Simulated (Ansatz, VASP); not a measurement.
**One calculation of Be2BH6, two programs**

```xyz
9
Lattice="0.0000 2.7854 2.7854 2.7854 0.0000 2.7854 2.7854 2.7854 0.0000" Properties=species:S:1:pos:R:3 pbc="T T T"
Be    1.3927    1.3927    1.3927
Be    4.1781    4.1781    4.1781
B     0.0000    0.0000    0.0000
H     1.4466    2.7854    2.7854
H     4.1242    2.7854    2.7854
H     2.7854    1.4466    2.7854
H     2.7854    4.1242    2.7854
H     2.7854    2.7854    1.4466
H     2.7854    2.7854    4.1242
```

Change from the starting cell: ordered vacancies on the cation sites of perovskite (Fm-3m, No. 225).

Alike in both runs: functional PBE; k mesh 12 × 12 × 12; occupations gaussian, width 0.1 eV; no spin polarisation.

Ansatz relaxed the structure, and its values are those at the end. VASP's run is a single point on that final structure, the one shown.

|  | VASP | Ansatz |
| --- | --- | --- |
| version | VASP 6.6.1 | Ansatz 0.2.0 |
| potentials or method | VASP PAW PBE potentials, release 64 (Be, B, H) | scalar-relativistic, plane waves, PAW |
| plane-wave cutoff (eV) | 520 | 420 |
| valence electrons in the cell | 13 | 13 |

VASP gave:

- gap on the k mesh at the Fermi level (eV): none
- pressure (GPa): -0.3
- rms of the force components (eV/Å): 0.003

Q: Which values does Ansatz return?

A: gap on the k mesh at the Fermi level (eV): none; pressure (GPa): 0.0; rms of the force components (eV/Å): 0.002.

A gap of «none» marks a metal or a gap that the smearing closes.
